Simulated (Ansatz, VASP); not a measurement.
## Two plane-wave programs on Mg6CrCu

Contents of INCAR:

```
SYSTEM = Mg6CrCu
PREC = Accurate
ENCUT = 520
EDIFF = 1E-6
ISMEAR = 0
SIGMA = 0.05
LREAL = .False.
LASPH = .True.
NELM = 100
ALGO = Fast
ISIF = 2
LWAVE = .False.
LCHARG = .False.
ISPIN = 2
MAGMOM = 0.6 3 0 0 0 0 0 0
LORBIT = 11
LMAXMIX = 4
GGA = RP
```

File KPOINTS:

```
Automatic mesh
0
Gamma
  6 5 5
  0 0 0
```

File POSCAR:

```
Mg6CrCu
4.907
    1.000003668229      0.000000000000      0.000000000000
    0.000000000000      0.624738434889      1.073078663134
    0.000000000000     -0.624738434889      1.073078663134
Cu Cr Mg
1 1 6
Direct
    0.5000000000      0.8334520000      0.8334520000
    0.5000000000      0.3328930000      0.3328930000
    0.0000000000      0.1700180000      0.1700180000
    0.0000000000      0.6706920000      0.6706920000
    0.0000000000      0.6638900000      0.1621300000
    0.0000000000      0.1621300000      0.6638900000
    0.5000000000      0.8350310000      0.3318970000
    0.5000000000      0.3318970000      0.8350310000
```

Contents of input.yaml:

```yaml
crystal:
  lattice:
    - [4.907018, 0.0, 0.0]
    - [0.0, 3.0655915, 5.265597]
    - [0.0, -3.0655915, 5.265597]
  atoms:
    - { symbol: Cu, position: [0.5, 0.833452, 0.833452], spin: 0.6 }
    - { symbol: Cr, position: [0.5, 0.332893, 0.332893], spin: 3.0 }
    - { symbol: Mg, position: [0.0, 0.170018, 0.170018] }
    - { symbol: Mg, position: [0.0, 0.670692, 0.670692] }
    - { symbol: Mg, position: [0.0, 0.66389, 0.16213] }
    - { symbol: Mg, position: [0.0, 0.16213, 0.66389] }
    - { symbol: Mg, position: [0.5, 0.835031, 0.331897] }
    - { symbol: Mg, position: [0.5, 0.331897, 0.835031] }
hamiltonian:
  xc: rpbe
  pseudopotentials: { kind: paw }
magnetization:
  spin_polarized: true
kpoints:
  mp_grid: { grid: [6, 5, 5] }
scf:
  occupations: { method: gaussian, width: 0.05 }
output:
  forces: true
  stress: true
  eigenvalues: true
  write_density: true
  write_potential: true
  elf: true
  volumetric_format: npy
```

The cell comes from a database or a generator and needn't be the stable form of this composition.

Alike in both runs: task single point; functional RPBE; k mesh 6 × 5 × 5; occupations gaussian, width 0.05 eV; collinear spin, ferromagnetic start.

|  | VASP | Ansatz |
| --- | --- | --- |
| version | VASP 6.6.1 | Ansatz 0.2.0 |
| potentials or method | VASP PAW PBE potentials, release 64 (Cu_pv, Cr_pv, Mg_pv) | Ansatz PAW |
| plane-wave cutoff (eV) | 520 | 420 |
| valence electrons in the cell | 77 | 93 |

Ansatz gave:

| Property | Result |
| --- | --- |
| gap on the k mesh at the Fermi level (eV) | none |
| pressure (GPa) | 1.9 |
| largest component of the traceless stress (GPa) | 0.41 |
| rms of the force components (eV/Å) | 0.025 |
| net moment per atom (μB) | 0.52 |
| size of the moment on the site where the two differ most (μB) | 3.82 |

Problem. What did VASP give for the same quantities?

Solution. gap on the k mesh at the Fermi level (eV): none; pressure (GPa): 1.6; largest component of the traceless stress (GPa): 0.41; rms of the force components (eV/Å): 0.025; net moment per atom (μB): 0.52; size of the moment on the site where the two differ most (μB): 3.73.

Site moments also hang on the region over which each program counts them. Atom by atom the forces differ by 0.001 eV/Å (rms over components). A gap of «none» marks a metal or a gap that the smearing closes. The two sets of potentials don't hold the same shells in valence.

Caveats: the PAW data sets were made with another functional, which shifts forces and pressure a little (VASP); the PAW data sets come from PBE, with cores solved anew for the run's functional, which leaves a small shift of forces and pressure (Ansatz).
